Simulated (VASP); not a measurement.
Method: PBE GGA, VASP's PBE PAW potentials (set 64) (plane waves; VASP).

VASP ran on this input.

### POSCAR
```
Ga
9.24120
  0.2494481236  -0.4227373068   0.0000000000
  0.2494481236   0.4227373068   0.0000000000
  0.0000000000   0.0000000000   0.5000000000
Ga
4
Cart
  0.2494481236   0.2917732892   0.4595000000
  0.2494481236   0.1309640177   0.2095000000
  0.2494481236  -0.1309640177   0.2905000000
  0.2494481236  -0.2917732892   0.0405000000
```

File KPOINTS:
```
Automatic mesh
0
Gamma
7 7 6
0 0 0
```

**INCAR**
```
PREC  =  Accurate
ENCUT  =  400   ! plane-wave cut-off (eV)
EDIFF  =  1E-6   ! SCF stop (eV)
IMIX  =  1
ISIF  =  2
SYSTEM  =  Ga
LWAVE  =  .FALSE.
BMIX  =  1.0
LREAL  =  .FALSE.
ISMEAR  =  1
SIGMA  =  0.1
LCHARG  =  .FALSE.
AMIX  =  0.6
LASPH  =  .TRUE.   ! aspherical one-centre terms
ALGO  =  Normal   ! blocked Davidson
LMAXMIX  =  4
GGA  =  PE   ! PBE
NELM  =  100   ! most electronic steps
```

POTCAR, in this order: Ga_d (PBE.64 set). Program: vasp_std.

Output of the run:

### OSZICAR
```
       N       E                     dE             d eps       ncg     rms          rms(c)
DAV:   1     0.326205785949E+03    0.32621E+03   -0.22891E+04  3996   0.268E+03
DAV:   2     0.248816703876E+02   -0.30132E+03   -0.29670E+03  4220   0.509E+02
DAV:   3    -0.106904706141E+02   -0.35572E+02   -0.35236E+02  4493   0.141E+02
DAV:   4    -0.116630887728E+02   -0.97262E+00   -0.96861E+00  4435   0.279E+01
DAV:   5    -0.116839054920E+02   -0.20817E-01   -0.20813E-01  4709   0.407E+00    0.233E+00
DAV:   6    -0.116087207362E+02    0.75185E-01   -0.42112E-01  4780   0.895E+00    0.863E-01
DAV:   7    -0.116031097320E+02    0.56110E-02   -0.37957E-02  4473   0.201E+00    0.371E-01
DAV:   8    -0.116026795161E+02    0.43022E-03   -0.35757E-03  4892   0.572E-01    0.158E-01
DAV:   9    -0.116027061687E+02   -0.26653E-04   -0.62733E-04  4509   0.233E-01    0.724E-02
DAV:  10    -0.116027462609E+02   -0.40092E-04   -0.13563E-04  4954   0.118E-01    0.318E-02
DAV:  11    -0.116027642544E+02   -0.17993E-04   -0.33488E-05  4599   0.501E-02    0.153E-02
DAV:  12    -0.116027706291E+02   -0.63747E-05   -0.67484E-06  4222   0.242E-02    0.705E-03
DAV:  13    -0.116027727207E+02   -0.20915E-05   -0.20048E-06  3350   0.108E-02    0.347E-03
DAV:  14    -0.116027733475E+02   -0.62683E-06   -0.47216E-07  2467   0.632E-03
   1 F= -.11602773E+02 E0= -.11602292E+02  d E =-.144262E-02
```

**OUTCAR**
```
------------------------ aborting loop because EDIFF is reached ----------------------------------------
  FORCE on cell =-STRESS in cart. coord.  units (eV):
  Direction    XX          YY          ZZ          XY          YZ          ZX
  --------------------------------------------------------------------------------------
  Total       -1.0542253     -0.4183189     -0.6423023      0.0000000      0.0000000      0.0000000
  in kB      -20.2958903     -8.0534539    -12.3655688      0.0000000      0.0000000      0.0000000
  external PRESSURE =     -13.5716377 kB  Pullay stress =       0.0000000 kB
  volume of cell :       83.22
      direct lattice vectors                 reciprocal lattice vectors
     2.305200000 -3.906600000  0.000000000     0.216900920 -0.127988532  0.000000000
     2.305200000  3.906600000  0.000000000     0.216900920  0.127988532  0.000000000
     0.000000000  0.000000000  4.620600000     0.000000000  0.000000000  0.216422110
 POSITION                                       TOTAL-FORCE (eV/Angst)
 -----------------------------------------------------------------------------------
      2.30520      2.69634      4.24633         0.000000     -0.103347     -0.018946
      2.30520      1.21026      1.93603         0.000000      0.103347     -0.018946
      2.30520     -1.21026      2.68457         0.000000     -0.103347      0.018946
      2.30520     -2.69634      0.37427         0.000000      0.103347      0.018946
 -----------------------------------------------------------------------------------
    total drift:                                0.000000     -0.000000      0.000000
  FREE ENERGIE OF THE ION-ELECTRON SYSTEM (eV)
  ---------------------------------------------------
  free  energy   TOTEN  =       -11.6027733475 eV

  energy  without entropy=      -11.6013307279  energy(sigma->0) =      -11.60229247
```
(Selected blocks of OUTCAR.)

The compound is Ga in the alpha structure. The cell was not relaxed at this level. The run is one of a series of settings (AMIX = 0.6, BMIX = 1.0, IMIX = 1 against the base run), some of them coarse on purpose.
